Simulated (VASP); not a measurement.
Computed with PBE GGA, VASP's PBE PAW potentials (set 64) (plane waves; VASP 6.6.1).

A VASP calculation is set up with these files.

POSCAR:
```
CuGaSe2
1
   -2.7211370000     2.7211370000     5.3452620000
    2.7211370000    -2.7211370000     5.3452620000
    2.7211370000     2.7211370000    -5.3452620000
Ga Cu Se
2 2 4
Direct
  0.5000000000   0.5000000000   0.0000000000
  0.2500000000   0.7500000000   0.5000000000
  0.0000000000   0.0000000000   0.0000000000
  0.7500000000   0.2500000000   0.5000000000
  0.8750000000   0.8750000000   0.5000000000
  0.1250000000   0.6250000000   0.0000000000
  0.3750000000   0.3750000000   0.5000000000
  0.6250000000   0.1250000000   0.0000000000
```

### INCAR
```
SYSTEM = CuGaSe2
PREC = Accurate; ENCUT = 300; LREAL = .False.
LASPH = .True.
EDIFF = 1E-6; NELM = 100; ALGO = Normal
LMAXMIX = 4
ISMEAR = -1; SIGMA = 0.01
GGA = PE
ISIF = 2
LWAVE = .False.; LCHARG = .False.
```

KPOINTS:
```
Automatic mesh
0
Gamma
3 3 3
0 0 0
```

POTCAR, in this order: Ga_d Cu Se (PBE.64 set). Program: vasp_std.

What VASP printed:

### OSZICAR
```
       N       E                     dE             d eps       ncg     rms          rms(c)
DAV:   1     0.593899312166E+03    0.59390E+03   -0.23066E+04   540   0.162E+03
DAV:   2     0.664650043575E+02   -0.52743E+03   -0.51438E+03   527   0.457E+02
DAV:   3    -0.256678327758E+02   -0.92133E+02   -0.89887E+02   625   0.174E+02
DAV:   4    -0.318639226852E+02   -0.61961E+01   -0.61344E+01   736   0.463E+01
DAV:   5    -0.320370542652E+02   -0.17313E+00   -0.17271E+00   712   0.774E+00    0.128E+01
DAV:   6    -0.320225016672E+02    0.14553E-01   -0.35559E+01   693   0.887E+01    0.910E+00
DAV:   7    -0.301954338611E+02    0.18271E+01   -0.84903E+00   664   0.665E+01    0.395E+00
DAV:   8    -0.304222470298E+02   -0.22681E+00   -0.36598E+00   792   0.208E+01    0.314E+00
DAV:   9    -0.302998830083E+02    0.12236E+00   -0.10073E+00   720   0.169E+01    0.460E-01
DAV:  10    -0.303040673052E+02   -0.41843E-02   -0.64322E-02   768   0.349E+00    0.193E-01
DAV:  11    -0.303049318753E+02   -0.86457E-03   -0.10924E-02   773   0.132E+00    0.130E-01
DAV:  12    -0.303047010209E+02    0.23085E-03   -0.13852E-03   800   0.702E-01    0.321E-02
DAV:  13    -0.303047165202E+02   -0.15499E-04   -0.22165E-04   738   0.959E-02    0.116E-02
DAV:  14    -0.303047231895E+02   -0.66693E-05   -0.24693E-05   696   0.402E-02    0.813E-03
DAV:  15    -0.303047220731E+02    0.11164E-05   -0.67401E-06   552   0.502E-02    0.293E-03
DAV:  16    -0.303047227555E+02   -0.68238E-06   -0.38366E-06   464   0.119E-02
   1 F= -.30304723E+02 E0= -.30304723E+02  d E =-.107418E-12
```

### OUTCAR
```
------------------------ aborting loop because EDIFF is reached ----------------------------------------
  FORCE on cell =-STRESS in cart. coord.  units (eV):
  Direction    XX          YY          ZZ          XY          YZ          ZX
  --------------------------------------------------------------------------------------
  Total       11.1152148     11.1152148     11.0762696      0.0000000      0.0000000      0.0000000
  in kB      112.4860426    112.4860426    112.0919166      0.0000000      0.0000000      0.0000000
  external PRESSURE =     112.3546673 kB  Pullay stress =       0.0000000 kB
  volume of cell :      158.32
      direct lattice vectors                 reciprocal lattice vectors
    -2.721137000  2.721137000  5.345262000     0.000000000  0.183746721  0.093540784
     2.721137000 -2.721137000  5.345262000     0.183746721  0.000000000  0.093540784
     2.721137000  2.721137000 -5.345262000     0.183746721  0.183746721  0.000000000
 POSITION                                       TOTAL-FORCE (eV/Angst)
 -----------------------------------------------------------------------------------
      0.00000      0.00000      5.34526        -0.000000      0.000000     -0.000000
      2.72114      0.00000      2.67263        -0.000000      0.000000      0.000000
      0.00000      0.00000      0.00000        -0.000000      0.000000      0.000000
      0.00000      2.72114      2.67263        -0.000000      0.000000      0.000000
      1.36057      1.36057      6.68158         0.524457      0.000000      0.000000
      1.36057     -1.36057      4.00895        -0.000000     -0.524457     -0.000000
      1.36057      1.36057      1.33632        -0.524457      0.000000     -0.000000
     -1.36057      1.36057      4.00895        -0.000000      0.524457      0.000000
 -----------------------------------------------------------------------------------
    total drift:                                0.000005      0.000005     -0.000008
  FREE ENERGIE OF THE ION-ELECTRON SYSTEM (eV)
  ---------------------------------------------------
  free  energy   TOTEN  =       -30.3047227555 eV

  energy  without entropy=      -30.3047227555  energy(sigma->0) =      -30.30472276
```
(Selected blocks of OUTCAR.)

At this cut-off the stress carries a Pulay error, which pulls relaxed volumes low.

The structure is a typed CuGaSe2 crystal. The cell was not relaxed at this level, and its volume differs by -5.9 % from the start's. The k-mesh is coarse (spacing up to 0.54 per Å, 2π included), so the numbers may not be converged in it.
